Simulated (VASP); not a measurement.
Input:

```
CELL_PARAMETERS angstrom
      3.62926     0.00000     0.00000
      0.00000     3.62926     0.00000
      0.00000     0.00000     3.62926
ATOMIC_POSITIONS crystal
  Fe 0.00000 0.00000 0.00000
  Ni 0.00000 0.50000 0.50000
  Ni 0.50000 0.00000 0.50000
  Ni 0.50000 0.50000 0.00000
```
Starting moments (μB, in the order of the record's atoms Fe Ni Ni Ni): 2.9 0.6 0.6 0.6.

All values below come from vdW-DF2, VASP's PBE PAW potentials (set 64) (plane waves; VASP). Numerical set-up: 520 eV cut-off, Gaussian smearing of 0.050 eV, potentials Fe Ni.

**Question.** Give the spin-up energies of bands 11 to 24 at the high-symmetry points, in eV from the Fermi level.

**Answer.** 
```csv
band,Γ,X,M,R
11,-1.52,-2.35,-2.56,-2.29
12,-1.52,-1.82,-2.56,-2.29
13,-0.78,-1.72,-2.48,-0.85
14,-0.78,-1.72,-1.70,-0.85
15,-0.72,-1.52,-1.63,-0.76
16,-0.65,-1.52,-1.63,-0.76
17,-0.65,-1.44,-1.53,-0.76
18,-0.65,-1.37,-1.53,-0.70
19,-0.55,-1.29,-1.35,-0.70
20,-0.55,-0.95,-1.33,-0.70
21,-0.55,-0.65,0.75,-0.05
22,2.47,-0.55,0.75,-0.05
23,2.47,7.33,0.79,-0.05
24,2.47,7.33,0.79,0.09
```

**Question.** Give the spin-down energies of bands 11 to 24 at the high-symmetry points, in eV from the Fermi level.

**Answer.** 
| band | Γ | X | M | R |
|---|---|---|---|---|
| 11 | -0.58 | -1.33 | -1.91 | -1.27 |
| 12 | -0.58 | -1.13 | -1.46 | -1.27 |
| 13 | -0.05 | -0.86 | -1.14 | -0.09 |
| 14 | 0.24 | -0.86 | -1.14 | -0.09 |
| 15 | 0.24 | -0.81 | -1.11 | -0.09 |
| 16 | 0.24 | -0.42 | -0.73 | -0.05 |
| 17 | 0.87 | -0.16 | -0.60 | 0.03 |
| 18 | 0.87 | -0.16 | 0.09 | 0.03 |
| 19 | 1.05 | 0.25 | 0.09 | 0.03 |
| 20 | 1.05 | 0.47 | 0.36 | 0.64 |
| 21 | 1.05 | 0.54 | 1.30 | 0.64 |
| 22 | 2.45 | 1.03 | 1.30 | 0.64 |
| 23 | 2.45 | 7.61 | 2.14 | 1.00 |
| 24 | 2.45 | 7.61 | 2.17 | 1.00 |

It has no gap at this level: it comes out as a metal or semimetal.

The compound is Ni3Fe in the L1_2 structure. It was relaxed first, which changed the volume by +7 %.
